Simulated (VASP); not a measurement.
Runs of VASP 6.6.1 on HgTe (Coloradoite). Symmetry: F-43m, No. 216, cubic system. The conventional cell has a = 6.429 Å, b = 6.429 Å, c = 6.429 Å, α = 90.00°, β = 90.00°, γ = 90.00°. Hg (site symmetry -43m) has 4 Te at 2.78 Å as nearest neighbours. Around Te (site symmetry -43m) lie 4 Hg at 2.78 Å. 

| task | level | potentials or basis | spin | cell | k mesh | cutoff (eV) | gap on the mesh (eV) | pressure (GPa) |
| --- | --- | --- | --- | --- | --- | --- | --- | --- |
| relaxation of cell and atoms | PBEsol | VASP PAW PBE potentials, release 64 (Hg, Te) | off | relaxed | 10 × 10 × 10 | 600 | none | 0.0 |
| band structure | r2SCAN | VASP PAW PBE potentials, release 64 (Hg, Te) | off | F-43m, 34.58 Å³/atom | 10 × 10 × 10 | 520 | - | 1.2 |
| relaxation of cell and atoms | AM05 | VASP PAW PBE potentials, release 64 (Hg, Te) | off | relaxed | 10 × 10 × 10 | 600 | none | 0.0 |
| band structure | LDA | VASP PAW LDA potentials, release 64 (Hg, Te) | off | F-43m, 34.58 Å³/atom | 10 × 10 × 10 | 520 | - | (a) |

Alike in all rows: smearing gaussian 0.03 eV.

Q: Estimate the missing entries.

A: (a) -1.4.

Caveats: the PAW data sets were made with another functional, which shifts forces and pressure a little (some runs); spin-orbit coupling is left out, which moves the levels of the heavy elements (some runs); the relaxation stopped at its first step, so nothing moved (some runs).

A k mesh can miss the band edges, and the runs leave out spin-orbit coupling on Hg, Te.

A gap of «none» marks a metal or a gap under the smearing width.

Runs at the PBE level aren't shown here.
